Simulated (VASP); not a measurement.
Input:

```xyz
1
Lattice="0.0000 1.9807 1.9807 1.9807 0.0000 1.9807 1.9807 1.9807 0.0000" Properties=species:S:1:pos:R:3 pbc="T T T"
Ir     0.0000     0.0000     0.0000
```

These are optB88-vdW, VASP's PBE PAW potentials (set 64) (plane waves; VASP) values and carry that method's errors. Run with 520 eV cut-off, 16×16×16 Γ-centred mesh, first-order Methfessel-Paxton smearing of 0.10 eV, potentials Ir.

### Question
Give the stress tensor in GPa (positive for a compressed cell).

### Answer

```
-16.91    0.00    0.00
  0.00  -16.91    0.00
  0.00    0.00  -16.91
```
The pressure is its mean diagonal, -16.91 GPa.

The compound is Ir in the fcc structure. This cell is one point of a volume scan, at 1.06 of the reference volume.
